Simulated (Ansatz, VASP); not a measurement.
# Sc: VASP beside Ansatz, part 2 of 2

Wanted: the spread between two codes on one cell, functional and k mesh. The cell is taken from a series of runs on this material, whose earlier steps may have relaxed, scaled, displaced or heated it; both programs get it as it stands.

VASP 6.6.1 and Ansatz 0.2.0.

So far: The starting structure; Ansatz: zone-centre phonons, PBEsol, pair 1; VASP: zone-centre phonons, PBEsol, pair 1; Side by side.

## (5) Ansatz: zone-centre phonons, PBEsol, pair 2

Level of this step: Ansatz beside VASP: Kohn-Sham DFT, plane waves, PBEsol (Ansatz).

Second derivatives magnify differences that forces hide, and they need a tight electronic threshold. The cell compared in this pair holds 45.93 Å³, against 45.30 Å³ for the pair before.

The cell is taken from a series of runs on this material, whose earlier steps may have relaxed, scaled, displaced or heated it; both programs get it as it stands.

The input, input.yaml:

```yaml
crystal:
  lattice:
    - [3.2121263785, 0.0, 0.0]
    - [-1.6060631892, 2.781783044, 0.0]
    - [0.0, 0.0, 5.1406777188]
  atoms:
    - { symbol: Sc, position: [0.3333333333, 0.6666666667, 0.25] }
    - { symbol: Sc, position: [0.6666666667, 0.3333333333, 0.75] }
kpoints:
  mp_grid: { grid: [15, 15, 8] }
hamiltonian:
  xc: pbesol
  pseudopotentials: { kind: paw, azcp: { folder: soft_1 }, xc_functional: pbe }
scf:
  occupations: { method: methfessel_paxton, width: 0.2 }
output:
  eigenvalues: true
phonons:
  method: dfpt
```

Launch:

```sh
$ ansatz run input.yaml --threads 4 --pin off --max-ram 10240MiB --backend cpu --events-out ev --progress --plain --runs-dir out
```

Numbers of over 12 decimals in the logs are rounded to 6 here.

The log of the run:

```text
[...]
Crystal: 2 atoms, lattice volume = 45.934 Å³
Basis set: ecut = 420 eV, 905 PW (Γ), exchange–correlation on 48×48×72 points (8 copies of the dense FFT grid, shifted against one another)
Bands: 15, of which v1, the nominal top of the filled ones, is band 11 counted from 1 (10 counted from 0)
Symmetry: 24 space group operations
k-points: 320 of 1800 (irreducible under 4 space group operations, time reversal used)
[...]
k-point 1: bands = [... 7 lower, -17.6454, 4.6883, 7.9142, 10.3728, 11.4966, 11.4966, 11.5679, 11.9348]
  k-point 2: bands = [... 7 lower, -17.6534, 5.0063, 7.4870, 10.3563, 11.3620, 11.4307, 11.4307, 11.7852]
  k-point 319: bands = [... 7 lower, -17.7260, 8.4222, 8.4222, 9.9993, 9.9993, 10.6316, 10.6316, 12.2301]
[...]
ASR residual: 1.262e-5 → 0.000e0 eV/Å²; symmetrization residual: 2.052e-10 eV/Å²
  ASR residual per site (eV/Å²): 1.26e-5 1.26e-5
  Γ frequencies (cm⁻¹): 0.00 0.00 0.00 129.19 129.19 227.39
[...]
[key lines of the parts left out:]
SCF converged after 8 iterations
Free energy (F): -4222.727428 eV
Fermi energy:    9.841766 eV
```

## (6) VASP: zone-centre phonons, PBEsol, pair 2

The same cell, functional, mesh and smearing now go to VASP, with its own data sets.

The input, INCAR:

```
SYSTEM = Sc
PREC = Accurate
ENCUT = 500
EDIFF = 1E-08
NELM = 120
ISMEAR = 1
SIGMA = 0.2
LREAL = .FALSE.
ALGO = Normal
GGA = PS
NBANDS = 17
LASPH = .TRUE.
LORBIT = 11
LWAVE = .FALSE.
LCHARG = .FALSE.
ISIF = 2
IBRION = 8
GGA_COMPAT = .FALSE.
KPAR = 2
```

The input, POSCAR:

```
Sc
1.0
    3.2121263785      0.0000000000      0.0000000000
   -1.6060631892      2.7817830440      0.0000000000
    0.0000000000      0.0000000000      5.1406777188
Sc
2
Direct
    0.3333333333      0.6666666667      0.2500000000
    0.6666666667      0.3333333333      0.7500000000
```

The input, KPOINTS:

```
Automatic mesh
0
Gamma
15 15 8
0 0 0
```

The projector-augmented-wave data sets are Sc_sv (PBE family, release 64).

Launch:

```sh
$ mpirun -np 2 vasp_std
```

The log of the run:

```text
[banner, memory and clock lines left out]
running    2 mpi-ranks, on    1 nodes
[...]
[... a notice as in an earlier step ...]

 LDA part: xc-table for (Slater+PW92), standard interpolation
 POSCAR, INCAR and KPOINTS ok, starting setup
[...]
entering main loop
       N       E                     dE             d eps       ncg     rms          rms(c)
DAV:   1     0.351861909261E+03    0.35186E+03   -0.10962E+04  4598   0.136E+03
DAV:   2     0.534132564653E+01   -0.34652E+03   -0.34013E+03  5806   0.573E+02
DAV:   3    -0.143120987773E+02   -0.19653E+02   -0.18956E+02  7649   0.159E+02
DAV:   4    -0.146322341126E+02   -0.32014E+00   -0.31809E+00  6512   0.197E+01
[...]
DAV:  13    -0.131948600580E+02    0.29746E-06   -0.19339E-08  4659   0.173E-03    0.774E-05
DAV:  14    -0.131948600870E+02   -0.28959E-07   -0.14599E-09  3794   0.892E-04    0.304E-05
DAV:  15    -0.131948600939E+02   -0.68599E-08   -0.56640E-10  3443   0.410E-04
   1 F= -.13194860E+02 E0= -.13193370E+02  d E =-.446879E-02
[...]
RMM:  18    -0.734564646570E+00   -0.22875E-07   -0.44181E-07 43820   0.401E-03    0.782E-06
RMM:  19    -0.734564644493E+00    0.20767E-08   -0.40506E-07 43994   0.401E-03    0.903E-06
RMM:  20    -0.734564649508E+00   -0.50150E-08   -0.36968E-07 44882   0.400E-03    0.913E-06
 first order change of Fermi-energy   0.14325E-04
 force on displaced ion       1 direction 1 :  -1.375   0.000   0.000
 Linear response progress:
  Degree of freedom:   2/  2
       N       E                     dE             d eps       ncg     rms          rms(c)
RMM:   1    -0.812996474710E+00   -0.81300E+00   -0.66631E+01  6608   0.219E+02
RMM:   2    -0.810920646658E+00    0.20758E-02   -0.15258E-01  9693   0.467E+00    0.139E-01
RMM:   3    -0.811469334616E+00   -0.54869E-03   -0.10761E-02 10995   0.102E+00    0.493E-02
RMM:   4    -0.810485459775E+00    0.98387E-03   -0.14636E-03 12041   0.297E-01    0.170E-02
[...]
RMM:  21    -0.810290819435E+00   -0.14885E-08   -0.11918E-06 15439   0.450E-03    0.231E-06
RMM:  22    -0.810290814968E+00    0.44678E-08   -0.11190E-06 15785   0.449E-03    0.222E-06
RMM:  23    -0.810290811325E+00    0.36424E-08   -0.10732E-06 15562   0.450E-03    0.228E-06
 first order change of Fermi-energy   0.21361E-04
 force on displaced ion       1 direction 3 :   0.000  -0.000  -4.288
 Linear response finished
```

From OUTCAR (step 6):

```text
  Total        0.7813081      0.7813081      0.0006967      0.0000000      0.0000000     -0.0000000
  in kB       27.2518933     27.2518933      0.0243004      0.0000000      0.0000000     -0.0000000
  external PRESSURE =      18.1760290 kB  Pullay stress =       0.0000000 kB

 POSITION                                       TOTAL-FORCE (eV/Angst)
 -----------------------------------------------------------------------------------
     -0.00000      1.85452      1.28517        -0.000000      0.000000      0.000000
      1.60606      0.92726      3.85551         0.000000     -0.000000      0.000000
 -----------------------------------------------------------------------------------
    total drift:                               -0.000000      0.000000     -0.000000

[... 1 part as in an earlier step ...]

[... 1 further part left out ...]
```

## (7) Comparison

The two programs side by side:

| quantity | Ansatz | VASP | difference |
| --- | --- | --- | --- |
| optical mode 1 to 2 (cm⁻¹) | 129.2 | 129.0 | +0.16 % |
| optical mode 3 (cm⁻¹) | 227.4 | 227.8 | -0.16 % |

Modes are paired by rising frequency, not by their patterns, so a pair may set unlike modes beside each other; they are those without the splitting of longitudinal modes.

## (8) Outcome

```yaml
r_m_s_difference_of_the_optical_zone_centre_modes_each_program_s_sorted_by_frequency_zone_centre_phonons_pbesol_pair_1: 0.31 cm⁻¹
r_m_s_difference_of_the_optical_zone_centre_modes_each_program_s_sorted_by_frequency_zone_centre_phonons_pbesol_pair_2: 0.27 cm⁻¹
```

What this shows: The r.m.s. difference of the optical zone-centre modes, each program's sorted by frequency is 0.31 cm⁻¹ (zone-centre phonons, PBEsol, pair 1). Such differences can come from data sets, numerical settings and the points named under the comparisons, not from the functional's error against experiment.

[Lines on the potential files, build, host, timing and source positions are cut from VASP's logs without a mark.]

[Logs are printed without paths, hosts, clocks, repeated set-up lines and the standing remarks that a program may print on its own settings, such as how far it seeks lower states.]

[Hosts, paths, dates, database ids (printed as entryN), source tags and the programs' standing remarks are cut or masked in the printed files.]
